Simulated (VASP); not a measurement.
Set up this calculation in VASP 6.6.1, as the native input.

| Item | Value |
| --- | --- |
| Task | single point |
| Functional | r2SCAN |
| Potentials or basis | VASP PAW PBE potentials, release 64 (C, Sn_d) |
| Cutoff | 520 eV |
| k mesh | 6 × 6 × 6 |
| Occupations | fermi-dirac, width 0.02 eV |
| Spin | no spin polarisation |
| Dipole correction | no |
| Further INCAR settings | ALGO = Normal; EDIFF = 1e-06; NBANDS = 31 |

Crystal: Sn3C.

```xyz
4
Lattice="1.9889 1.1483 7.2262 -1.9889 1.1483 7.2262 0.0000 -2.2966 7.2262" Properties=species:S:1:pos:R:3 pbc="T T T"
C     1.9889    1.1483    7.2127
Sn    0.0000    0.0000   10.6965
Sn    0.0000    0.0000    7.7929
Sn    0.0000    0.0000   19.4614
```

The cell was built by a generator and needn't be a form met in nature.

These files were run (other wordings do the same):

POSCAR

```
Sn3C
1.0
    1.9889269009      1.1483074816      7.2261631390
   -1.9889269009      1.1483074816      7.2261631390
    0.0000000000     -2.2966149632      7.2261631390
C Sn
1 3
Direct
    0.9993786088     -0.0006213912     -0.0006213912
    0.4934145481      0.4934145481      0.4934145481
    0.3594778857      0.3594778857      0.3594778857
    0.8977289575      0.8977289575      0.8977289575
```

INCAR.step1

```
  PREC = Accurate
  ENCUT = 520
  ISMEAR = -1
  SIGMA = 0.02
  LREAL = False
  LASPH = True
  NELM = 100
  NBANDS = 31
  GGA = PE
  ALGO = Normal
  EDIFF = 1E-4
  LWAVE = True
  LCHARG = False
```

INCAR.step2

```
  PREC = Accurate
  ENCUT = 520
  EDIFF = 1E-6
  ISMEAR = -1
  SIGMA = 0.02
  LREAL = False
  LASPH = True
  NELM = 100
  ALGO = Normal
  ISIF = 2
  LWAVE = False
  LCHARG = True
  METAGGA = R2SCAN
  LMIXTAU = True
  LELF = True
  LVHAR = True
  NBANDS = 31
  ISTART = 1
```

KPOINTS

```
Automatic mesh
0
Gamma
  6 6 6
```

Potentials or basis: VASP PAW PBE potentials, release 64 (C, Sn_d).

Command:

```console
$ cat potpaw_PBE.64/C/POTCAR potpaw_PBE.64/Sn_d/POTCAR > POTCAR
$ cp INCAR.step1 INCAR
$ mpirun -np 1 vasp_std > vasp.out
$ cp INCAR.step2 INCAR
$ mpirun -np 1 vasp_std > vasp.out
```

Results of the run:

| Quantity | Value |
| --- | --- |
| Pressure | 0.0 GPa |
| Largest force | 0.008 eV/Å |
| Band gap on the k mesh | none (metal or under the smearing width) |

Caveat: the PAW data sets were made with another functional, which shifts forces and pressure a little.

Wall time 12 min on 1 thread of AMD EPYC 9R45 96-Core Processor (Zen 5) (shared host), peak memory 0.48 GiB.
